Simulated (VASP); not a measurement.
Here is the system:

```
Si
1.0
    0.00000     2.59212     2.59212
    2.59212     0.00000     2.59212
    2.59212     2.59212     0.00000
Si
2
Direct
  0.00000   0.00000   0.00000
  0.25000   0.25000   0.25000
```

Method: PBE GGA, VASP's PBE PAW potentials (set 64) (plane waves; VASP). Settings: 500 eV cut-off, 9×9×9 Γ-centred mesh, Gaussian smearing of 0.050 eV, potentials Si.

Energy and stress use the plane-wave basis of the starting cell.

Q: The ions, cell shape and volume at an external pressure of 30.0 GPa are relaxed. Which structure does the run end with?

A: 
```
Si
1.0
    0.00000     2.54511     2.54511
    2.54511     0.00000     2.54511
    2.54511     2.54511     0.00000
Si
2
Direct
  0.00000   0.00000   0.00000
  0.25000   0.25000   0.25000
```
Space group Fd-3m (227), at a tolerance of 0.03 Å.

Q: How do energy and volume change from the first to the last step?

A: The energy (σ→0) changes by +143.8 meV/atom and the volume by -5.3 %, in 4 ionic steps.

The compound is Si in the diamond structure. This run relaxes it under an external pressure of 30 GPa. Symmetry was kept, so distortions that lower it aren't found.
